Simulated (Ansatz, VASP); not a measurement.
# Two plane-wave programs on Mg6NbCo

```
CELL_PARAMETERS angstrom
4.72520 0.00000 0.00000
0.00000 2.98377 5.50181
0.00000 -2.98377 5.50181
ATOMIC_POSITIONS crystal
Nb 0.50000 0.69294 0.69294
Co 0.00000 0.80054 0.80054
Mg 0.50000 0.16881 0.16881
Mg 0.50000 0.16590 0.68185
Mg 0.50000 0.68185 0.16590
Mg 0.00000 0.32615 0.32615
Mg 0.00000 0.34235 0.82146
Mg 0.00000 0.82146 0.34235
```

The cell comes from a database or a generator and needn't be the stable form of this composition.

Alike in both runs: task single point; functional PBE; k mesh 6 × 5 × 5; occupations fermi-dirac, width 0.05 eV; collinear spin, ferromagnetic start.

|  | VASP | Ansatz |
| --- | --- | --- |
| version | VASP 6.6.1 | Ansatz 0.2.0 |
| potentials or method | VASP PAW PBE potentials, release 64 (Nb_sv, Co, Mg) | Ansatz PAW |
| plane-wave cutoff (eV) | 520 | 420 |
| valence electrons in the cell | 34 | 90 |

```csv
,VASP,Ansatz,Ansatz less VASP
gap on the k mesh at the Fermi level (eV),none,none,-
pressure (GPa),-0.3,-0.2,+0.13
largest component of the traceless stress (GPa),0.25,0.26,+0.011
rms of the force components (eV/Å),0.015,0.013,-0.0016
net moment per atom (μB),0.07,0.07,+0.005
size of the moment on the site where the two differ most (μB),0.68,0.74,+0.057
```

Site moments also hang on the region over which each program counts them. Atom by atom the forces differ by 0.003 eV/Å (rms over components). A gap of «none» marks a metal or a gap that the smearing closes. The two sets of potentials don't hold the same shells in valence.
